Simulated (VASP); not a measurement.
# TiN in VASP: further runs, part 2 of 2

VASP 6.6.1.

### Step 3. Relaxation of the atoms, PBEsol

File INCAR:

```
SYSTEM = TiN
  PREC = Accurate
  ENCUT = 520
  EDIFF = 1E-6
  ISMEAR = 1
  SIGMA = 0.1
  LREAL = .FALSE.
  LASPH = .TRUE.
  NELM = 80
  ALGO = Normal
  ISIF = 2
  LWAVE = .FALSE.
  LCHARG = .FALSE.
  LDIPOL = .TRUE.
  IDIPOL = 3
  DIPOL = 0.5 0.5 0.500
  GGA = PS
  IBRION = 2
  NSW = 80
  EDIFFG = -0.02
  LUSENCCL = .FALSE.
```

File KPOINTS:

```
Automatic mesh
0
G
  13 13 1
  0 0 0
```

File POSCAR:

```
TiN
1.0
    2.9739992000      0.0000000000      0.0000000000
    0.0000000000      2.9739992000      0.0000000000
    0.0000000000      0.0000000000     27.6176100000
Ti N
7 7
Direct
    0.5000000000      0.5000000000      0.2715658600
    0.0000000000      0.0000000000      0.3477105700
    0.5000000000      0.5000000000      0.4238552900
    0.0000000000      0.0000000000      0.5000000000
    0.5000000000      0.5000000000      0.5761447100
    0.0000000000      0.0000000000      0.6522894300
    0.5000000000      0.5000000000      0.7284341400
    0.0000000000      0.0000000000      0.2715658600
    0.5000000000      0.5000000000      0.3477105700
    0.0000000000      0.0000000000      0.4238552900
    0.5000000000      0.5000000000      0.5000000000
    0.0000000000      0.0000000000      0.5761447100
    0.5000000000      0.5000000000      0.6522894300
    0.0000000000      0.0000000000      0.7284341400
```

Potentials or basis: VASP PAW PBE potentials, release 64 (Ti_sv, N).

Run with:

```console
> cat potpaw_PBE.64/Ti_sv/POTCAR potpaw_PBE.64/N/POTCAR > POTCAR
> mpirun -np 1 vasp_std > vasp.out
```

OUTCAR:

```text
SYSTEM = TiN
   PREC = Accurate
   ENCUT = 520
   EDIFF = 1E-6
   ISMEAR = 1
   LREAL = .FALSE.
   LASPH = .TRUE.
   NELM = 80
   ISIF = 2
   GGA = PS
   IBRION = 2
   NSW = 80
   EDIFFG = -0.02

 ion  position               nearest neighbor table
   1  0.500  0.500  0.272-   9 2.10   8 2.10   8 2.10   8 2.10   8 2.10
   2  0.000  0.000  0.348-   8 2.10   9 2.10   9 2.10   9 2.10   9 2.10  10 2.10
   3  0.500  0.500  0.424-  11 2.10  10 2.10  10 2.10  10 2.10  10 2.10   9 2.10
   4  0.000  0.000  0.500-  10 2.10  12 2.10  11 2.10  11 2.10  11 2.10  11 2.10
   5  0.500  0.500  0.576-  11 2.10  12 2.10  12 2.10  12 2.10  12 2.10  13 2.10
   6  0.000  0.000  0.652-  14 2.10  13 2.10  13 2.10  13 2.10  13 2.10  12 2.10
   7  0.500  0.500  0.728-  13 2.10  14 2.10  14 2.10  14 2.10  14 2.10
   8  0.000  0.000  0.272-   2 2.10   1 2.10   1 2.10   1 2.10   1 2.10
[... 520 lines left out ...]

 E-fermi :   4.8000     XC(G=0):  -7.7061

 val. band max:        4.7785762359   @ k =   0.2308   0.0000   0.0000
 cond. band min:       4.8055040963   @ k =   0.3077   0.3077   0.0000
 fundamental gap:      0.0269278604
 Fermi energy:         4.8000252400

 k-point     1 :       0.0000    0.0000    0.0000
  band No.  band energies     occupation
      1     -52.7625      2.00000
      2     -52.7230      2.00000
      3     -52.6890      2.00000
      4     -52.6830      2.00000
      5     -52.6595      2.00000
      6     -52.5301      2.00000
[... 1765 lines left out ...]
     70       6.9652      0.00000
     71       6.9888      0.00000

 [... further k-points ...]

------------------------ aborting loop because EDIFF is reached ----------------------------------------

 vacuum level on the upper side and lower side of the slab       (xc-potential included)        -0.008        -0.008

  FORCE on cell =-STRESS in cart. coord.  units (eV):
  Direction    XX          YY          ZZ          XY          YZ          ZX
  --------------------------------------------------------------------------------------
  -------------------------------------------------------------------------------------
  Total       -5.1446465     -5.1446465     -0.5681474      0.0000000      0.0000000     -0.0000000
  in kB      -33.7441378    -33.7441378     -3.7265229      0.0000000      0.0000000     -0.0000000
  external PRESSURE =     -23.7382662 kB  Pullay stress =       0.0000000 kB
[... 29 lines left out ...]
  FREE ENERGIE OF THE ION-ELECTRON SYSTEM (eV)
  ---------------------------------------------------
  free  energy   TOTEN  =      -143.7981069962 eV

  energy  without entropy=     -143.8007092754  energy(sigma->0) =     -143.79897442

 reached required accuracy - stopping structural energy minimisation

 vacuum level on the upper side and lower side of the slab         7.776         7.776
```

CONTCAR:

```text
TiN
    1.000000000000000
     2.9739992000000002    0.0000000000000000    0.0000000000000000
     0.0000000000000000    2.9739992000000002    0.0000000000000000
     0.0000000000000000    0.0000000000000000   27.6176099999999991
  Ti              N
     7     7
Direct
     0.5000000000000000    0.5000000000000000    0.2752752872224501
[... 17 lines left out ...]
  0.00000000E+00  0.00000000E+00  0.00000000E+00
  0.00000000E+00  0.00000000E+00  0.00000000E+00
  0.00000000E+00  0.00000000E+00  0.00000000E+00
  0.00000000E+00  0.00000000E+00  0.00000000E+00
  0.00000000E+00  0.00000000E+00  0.00000000E+00
  0.00000000E+00  0.00000000E+00  0.00000000E+00
  0.00000000E+00  0.00000000E+00  0.00000000E+00
  0.00000000E+00  0.00000000E+00  0.00000000E+00
  0.00000000E+00  0.00000000E+00  0.00000000E+00
  0.00000000E+00  0.00000000E+00  0.00000000E+00
  0.00000000E+00  0.00000000E+00  0.00000000E+00
```

It took 49 min on 1 × NVIDIA H100 80GB with 1 thread of AMD EPYC 7R13 (Zen 3), shared host; peak memory 1.5 GiB.

Results:

```
Free energy                  : -143.7981 eV
Energy gained by relaxing    : 24.6 meV/atom
Ionic steps                  : 7
Largest force after relaxing : 0.019 eV/Å
Band gap on the k mesh       : none (metal or under the smearing width)
```

Forces on the atoms (eV/Å):
```
Ti   0.000  0.000  0.002
Ti   0.000  0.000  0.013
Ti   0.000  0.000  0.002
Ti   0.000  0.000  0.000
Ti   0.000  0.000 -0.002
Ti   0.000  0.000 -0.013
Ti   0.000  0.000 -0.002
N    0.000  0.000  0.019
N    0.000  0.000  0.001
N    0.000  0.000  0.007
N    0.000  0.000  0.000
N    0.000  0.000 -0.007
N    0.000  0.000 -0.001
N    0.000  0.000 -0.019
```

Step by step:
| step | energy change (eV) | largest force (eV/Å) | pressure (GPa) |
| --- | --- | --- | --- |
| 1 | 0.0000 | 2.1025 | -2.97 |
| 2 | -0.3278 | 0.4549 | -2.22 |
| 3 | -0.3305 | 0.3243 | -2.31 |
| 4 | -0.3430 | 0.0870 | -2.38 |
| 5 | -0.3441 | 0.0335 | -2.39 |
| 6 | -0.3441 | 0.0348 | -2.39 |
| 7 | -0.3442 | 0.0188 | -2.37 |

Final structure:
```xyz
14
Lattice="2.9740 0.0000 0.0000 0.0000 2.9740 0.0000 0.0000 0.0000 27.6176" Properties=species:S:1:pos:R:3 pbc="T T T"
Ti    1.4870    1.4870    7.6024
Ti    0.0000    0.0000    9.6015
Ti    1.4870    1.4870   11.6931
Ti    2.9740    0.0000   13.8088
Ti    1.4870    1.4870   15.9245
Ti    2.9740    0.0000   18.0161
Ti    1.4870    1.4870   20.0152
N     0.0000    2.9740    7.4298
N     1.4870    1.4870    9.5855
N     2.9740    0.0000   11.7059
N     1.4870    1.4870   13.8088
N     2.9740    0.0000   15.9117
N     1.4870    1.4870   18.0322
N     0.0000    2.9740   20.1878
```

Caveat: the PAW data sets were made with another functional, which shifts forces and pressure a little.

### Step 4. Single point, PBEsol

File INCAR:

```
PREC = Accurate
ENCUT = 520
EDIFF = 1E-7
ISMEAR = 1
SIGMA = 0.1
LREAL = F
LASPH = T
NELM = 80
ALGO = Normal
ISIF = 2
LWAVE = F
LCHARG = F
LDIPOL = T
IDIPOL = 3
DIPOL = 0.5 0.5 0.500
GGA = PS
NBANDS = 72
LVHAR = T
LVACPOTAV = T
ICORELEVEL = 1
LUSENCCL = F
```

File KPOINTS:

```
Automatic mesh
0
Gamma
  13 13 1
```

File POSCAR:

```
TiN                                     
1.0
    2.9739992000      0.0000000000      0.0000000000
    0.0000000000      2.9739992000      0.0000000000
    0.0000000000      0.0000000000     27.6176100000
  Ti              N             
     7     7
Direct
     0.5000000000000000    0.5000000000000000    0.2752752872224501
     0.0000000000000000    0.0000000000000000    0.3476599101244727
     0.5000000000000000    0.5000000000000000    0.4233918473010604
     1.0000000000000000    0.0000000000000000    0.5000000000000000
     0.5000000000000000    0.5000000000000000    0.5766081526989394
     1.0000000000000000    0.0000000000000000    0.6523400898755273
     0.5000000000000000    0.5000000000000000    0.7247247127775498
     0.0000000000000000    1.0000000000000000    0.2690246843287107
     0.5000000000000000    0.5000000000000000    0.3470776234484451
     1.0000000000000000    0.0000000000000000    0.4238580133259550
     0.5000000000000000    0.5000000000000000    0.5000000000000000
     1.0000000000000000    0.0000000000000000    0.5761419866740451
     0.5000000000000000    0.5000000000000000    0.6529223765515549
     0.0000000000000000    1.0000000000000000    0.7309753156712891
```

Run with:

```console
> cat potpaw_PBE.64/Ti_sv/POTCAR potpaw_PBE.64/N/POTCAR > POTCAR
> mpirun -np 1 vasp_std > vasp.out
```

Wall time 15 min (1 × NVIDIA H100 80GB with 1 thread of AMD EPYC 7R13 (Zen 3), shared host); peak memory 1.5 GiB.

The run converged. Its results:

| Item | Value |
| --- | --- |
| Free energy | -143.7981 eV |
| Largest force | 0.019 eV/Å |
| Band gap on the k mesh | none (metal or under the smearing width) |
| Work function of the upper face | 2.99 eV |
| Work function of the lower face | 2.99 eV |

Forces on the atoms (eV/Å):
```
Ti   0.000  0.000  0.002
Ti   0.000  0.000  0.013
Ti   0.000  0.000  0.002
Ti   0.000  0.000  0.000
Ti   0.000  0.000 -0.002
Ti   0.000  0.000 -0.013
Ti   0.000  0.000 -0.002
N    0.000  0.000  0.019
N    0.000  0.000  0.001
N    0.000  0.000  0.007
N    0.000  0.000  0.000
N    0.000  0.000 -0.007
N    0.000  0.000 -0.001
N    0.000  0.000 -0.019
```

Levels at points of the mesh, in eV from the Fermi level:
```
           k point  band 57  band 58  band 59  band 60  band 61  band 62
(0.00, 0.00, 0.00)    -2.05    -1.97    -1.97    -1.96    -1.38    -0.88
```

Core levels (eV, on the scale of the bands):
```csv
atom,levels
1 Ti,"1s -4858.9, 2s -527.6, 2p -434.9"
2 Ti,"1s -4858.7, 2s -527.4, 2p -434.7"
3 Ti,"1s -4858.9, 2s -527.6, 2p -434.9"
4 Ti,"1s -4858.9, 2s -527.6, 2p -434.9"
5 Ti,"1s -4858.9, 2s -527.6, 2p -434.9"
6 Ti,"1s -4858.7, 2s -527.4, 2p -434.7"
```

Caveat: the PAW data sets were made with another functional, which shifts forces and pressure a little.
